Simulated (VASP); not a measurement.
Input:

```
Na2S
1.0
    0.00000     3.25533     3.25533
    3.25533     0.00000     3.25533
    3.25533     3.25533     0.00000
Na S
2 1
Direct
  0.25000   0.25000   0.25000
  0.75000   0.75000   0.75000
  0.00000   0.00000   0.00000
```

The numbers are results of r2SCAN meta-GGA, VASP's PBE PAW potentials (set 64) (plane waves; VASP), not measurements. Numerical set-up: 520 eV cut-off, 7×7×7 Γ-centred mesh, tetrahedra with Blöchl corrections, potentials Na_pv S.

**Question.** Predict the energy per atom (σ→0), band gap (over mesh and band path) with the smallest direct gap where there is one.

**Answer.** 
```json
{
  "band gap (over mesh and band path)": "3.11 eV",
  "smallest direct gap (over mesh and band path)": "3.11 eV",
  "energy per atom (σ→0)": "-6.322 eV/atom"
}
```

Total energies compare only between runs with the same potentials, cut-off and functional.

The compound is Na2S in the antifluorite structure. It was relaxed first.
